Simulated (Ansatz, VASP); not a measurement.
# TePb in two plane-wave programs, part 2 of 2

Aim: how closely do two programs agree when they are given the same cell, functional and k mesh? The cell is taken from a series of runs on this material, whose earlier steps may have relaxed, scaled, displaced or heated it; both programs get it as it stands.

VASP 6.6.1 and Ansatz 0.2.0.

So far: The structure; VASP: relaxation of cell and atoms, LDA; Ansatz: relaxation of cell and atoms, LDA; Differences.

## 5. Ansatz: zone-centre phonons, LDA

Level of this step: Ansatz beside VASP: Kohn-Sham DFT, plane waves, LDA (Ansatz).

Second derivatives magnify differences that forces hide, and they need a tight electronic threshold.

The cell is taken from a series of runs on this material, whose earlier steps may have relaxed, scaled, displaced or heated it; both programs get it as it stands.

Contents of input.yaml:

```yaml
crystal:
  lattice:
    - [0.0, 3.1899264535, 3.1899264535]
    - [3.1899264535, 0.0, 3.1899264535]
    - [3.1899264535, 3.1899264535, 0.0]
  atoms:
    - { symbol: Te, position: [0.5, 0.5, 0.5] }
    - { symbol: Pb, position: [0.0, 0.0, 0.0] }
kpoints:
  mp_grid: { grid: [10, 10, 10] }
hamiltonian:
  xc: lda
scf:
  occupations: { method: fixed }
output:
  eigenvalues: true
phonons:
  method: dfpt
  qmesh: [2, 2, 2]
  temperatures: { t_max: 1000, t_step: 50 }
  qpath:
    path:
      - [[0.0, 0.0, 0.0], [0.5, 0.0, 0.5], [0.5, 0.25, 0.75], [0.375, 0.375, 0.75], [0.0, 0.0, 0.0], [0.5, 0.5, 0.5], [0.625, 0.25, 0.625], [0.5, 0.25, 0.75], [0.5, 0.5, 0.5], [0.375, 0.375, 0.75]]
      - [[0.625, 0.25, 0.625], [0.5, 0.0, 0.5]]
    npoints: 10
```

Command:

```bash
$ ansatz run input.yaml --threads 16 --pin off --max-ram 61440MiB --backend cuda --events-out ev --progress --plain --runs-dir out
```

Numbers of over 12 decimals in the logs are rounded to 6 here.

Log:

```text
[...]
Crystal: 2 atoms, lattice volume = 64.919 Å³
Basis set: ecut = 420 eV, 1243 PW (Γ), exchange–correlation on 64×64×64 points (8 copies of the dense FFT grid, shifted against one another)
Bands: 19, of which v1, the nominal top of the filled ones, is band 15 counted from 1 (14 counted from 0)
Symmetry: 48 space group operations
k-points: 47 of 1000
[...]
interpolated dispersion: 103 rows × 6 modes
  density of states and harmonic sums: on the 18×18×18 q-mesh, interpolated from the force constants of a 2×2×2 supercell (with the dipole–dipole term)
  largest difference from the sums on the solved wave vectors: F 4.60e-2 eV, S 7.83e-5 and C_V 3.23e-5 eV/K
  zero-point energy: 0.026730 eV/cell   skipped modes (ω ≤ 0): 3   left out of the sums: 8.57e-5 of the cell's modes: C_V's classical limit lies that fraction below 3 k_B per atom; for a crystal, a wire or a layer, F and S can be off by more, and a phonons.interpolated_qmesh denser along its periods is the remedy for the sampling
[key lines of the parts left out:]
SCF converged after 8 iterations
```

## 6. VASP: zone-centre phonons, LDA

The same cell, functional (in two slightly different forms) and mesh now go to VASP, with its own data sets.

Contents of INCAR:

```
SYSTEM = TePb
PREC = Accurate
ENCUT = 500
EDIFF = 1E-08
NELM = 120
ISMEAR = 0
SIGMA = 0.01
LREAL = .FALSE.
ALGO = Normal
GGA = CA
NBANDS = 16
LORBIT = 11
LWAVE = .FALSE.
LCHARG = .FALSE.
ISIF = 2
IBRION = 8
LEPSILON = .TRUE.
LASPH = .TRUE.
GGA_COMPAT = .FALSE.
EFERMI = MIDGAP
KPAR = 2
```

Contents of POSCAR:

```
TePb
1.0
    0.0000000000      3.1899264535      3.1899264535
    3.1899264535      0.0000000000      3.1899264535
    3.1899264535      3.1899264535      0.0000000000
Te Pb
1 1
Direct
    0.5000000000      0.5000000000      0.5000000000
    0.0000000000      0.0000000000      0.0000000000
```

Contents of KPOINTS:

```
Automatic mesh
0
Gamma
10 10 10
0 0 0
```

PAW data sets: Te and Pb_d (LDA family, release 64).

Command:

```bash
$ mpirun -np 2 vasp_std
```

Log:

```text
[... set-up lines as in an earlier step ...]
 entering main loop
       N       E                     dE             d eps       ncg     rms          rms(c)
DAV:   1     0.147005802400E+03    0.14701E+03   -0.90127E+03  1504   0.118E+03
DAV:   2     0.611994638813E+00   -0.14639E+03   -0.14288E+03  1568   0.304E+02
DAV:   3    -0.865645510785E+01   -0.92684E+01   -0.92455E+01  2016   0.819E+01
DAV:   4    -0.888296322825E+01   -0.22651E+00   -0.22647E+00  1896   0.152E+01
[...]
DAV:  13    -0.877504816985E+01    0.28467E-07   -0.36206E-08  1912   0.166E-03    0.347E-03
DAV:  14    -0.877504815302E+01    0.16827E-07   -0.78851E-08  1984   0.258E-03    0.223E-04
DAV:  15    -0.877504815368E+01   -0.65529E-09   -0.60262E-09  1240   0.469E-04
   1 F= -.87750482E+01 E0= -.87750482E+01  d E =0.000000E+00
 Linear response reoptimize wavefunctions to high precision
DAV:   1    -0.877504815364E+01    0.37289E-10   -0.42079E-10  1168   0.248E-04
 Linear response G [H, r] |phi>, progress :
  Direction:   1
       N       E                     dE             d eps       ncg     rms
[...]
RMM:  12    -0.498700240460E-01   -0.90925E-08   -0.17838E-08  6518   0.315E-05    0.205E-05
 first order change of Fermi-energy   0.28523E-03
 force on displaced ion       1 direction 1 :  -0.659   0.000   0.000
 Born effective charge ion    1 direction 1 :  -5.973   0.000   0.000
 Linear response progress:
  Degree of freedom:   2/  2
       N       E                     dE             d eps       ncg     rms          rms(c)
RMM:   1    -0.335759120361E+00   -0.33576E+00   -0.22334E-01  4524   0.506E+00
RMM:   2    -0.337443056833E+00   -0.16839E-02   -0.69574E-03  5145   0.773E-01    0.630E-02
RMM:   3    -0.337291384869E+00    0.15167E-03   -0.74097E-04  5747   0.224E-01    0.364E-02
RMM:   4    -0.337014519572E+00    0.27687E-03   -0.70581E-05  5548   0.765E-02    0.384E-03
[...]
RMM:  12    -0.337019602634E+00    0.39654E-07    0.63464E-09  5981   0.766E-05    0.192E-06
RMM:  13    -0.337019591026E+00    0.11609E-07    0.10777E-08  5510   0.515E-05    0.458E-07
RMM:  14    -0.337019589981E+00    0.10449E-08   -0.16952E-08  4905   0.392E-05    0.130E-06
 first order change of Fermi-energy   0.13722E-04
 force on displaced ion       2 direction 1 :  -0.663   0.000   0.000
 Born effective charge ion    2 direction 1 :   5.965   0.000   0.000
 Born effective charges drift removed
 Linear response finished
```

Parts of OUTCAR (step 6):

```text
  Total        0.0362955      0.0362955      0.0362955      0.0000000      0.0000000     -0.0000000
  in kB        0.8957583      0.8957583      0.8957583      0.0000000      0.0000000     -0.0000000
  external PRESSURE =       0.8957583 kB  Pullay stress =       0.0000000 kB

 POSITION                                       TOTAL-FORCE (eV/Angst)
 -----------------------------------------------------------------------------------
      3.18993      3.18993      3.18993        -0.000000     -0.000000     -0.000000
      0.00000      0.00000      0.00000         0.000000      0.000000      0.000000
 -----------------------------------------------------------------------------------
    total drift:                               -0.000000      0.000000      0.000000

 MACROSCOPIC STATIC DIELECTRIC TENSOR (including local field effects in DFT)
 ------------------------------------------------------
          33.976623     0.000000    -0.000000
           0.000000    33.976623    -0.000000
           0.000000    -0.000000    33.976623
 ------------------------------------------------------

 MACROSCOPIC STATIC DIELECTRIC TENSOR IONIC CONTRIBUTION
 ------------------------------------------------------
         150.233645    -0.000000    -0.000000
          -0.000000   150.233645    -0.000000
          -0.000000    -0.000000   150.233645
 ------------------------------------------------------

[... 1 part as in an earlier step ...]

[... 1 further part left out ...]
```

With a direct gap this small, the dielectric response converges slowly with the mesh, so tensor and charges are uncertain; a mesh that holds the point of the least gap tends to give too large a tensor.

## 7. Side by side

What differs besides the data sets and the points named for the pairs above, as far as they apply: VASP's run holds the zone centre alone; the data sets hold 30 valence electrons in Ansatz (on its default PAW (the set named soft_2) files) and 20 in VASP. Total energies have different zeros and are not compared.

Both answers:

| quantity | Ansatz | VASP | difference |
| --- | --- | --- | --- |
| optical mode 1 to 3 (cm⁻¹) | 45.6 | 47.7 | -2.1 |

Not compared: the dielectric constant (VASP's run gives none, or none that is converged on this mesh at a gap this small). Modes are paired by rising frequency, not by their patterns, so a pair may set unlike modes beside each other; they are those without the splitting of longitudinal modes.

## 8. Outcome

```
difference in volume (relaxation of cell and atoms, LDA)                                                          : -0.19 %
r.m.s. difference of the optical zone-centre modes, each program's sorted by frequency (zone-centre phonons, LDA) : 2.1 cm⁻¹
```

What this shows: The difference in volume is -0.19 % (relaxation of cell and atoms, LDA), within the 1.2 % picked in this series as the mark of a large difference, as far as the stopping tolerances let one tell. The data sets hold unlike numbers of valence electrons (30 in Ansatz and 20 in VASP), so part of the differences comes from the potentials. Such differences can come from data sets, numerical settings and the points named under the comparisons, not from the functional's error against experiment.

[Lines on the potential files, build, host, timing and source positions are cut from VASP's logs without a mark.]

[Logs are printed without paths, hosts, clocks, repeated set-up lines and the standing remarks that a program may print on its own settings, such as how far it seeks lower states.]

[Hosts, paths, dates, database ids (printed as entryN), source tags and the programs' standing remarks are cut or masked in the printed files.]
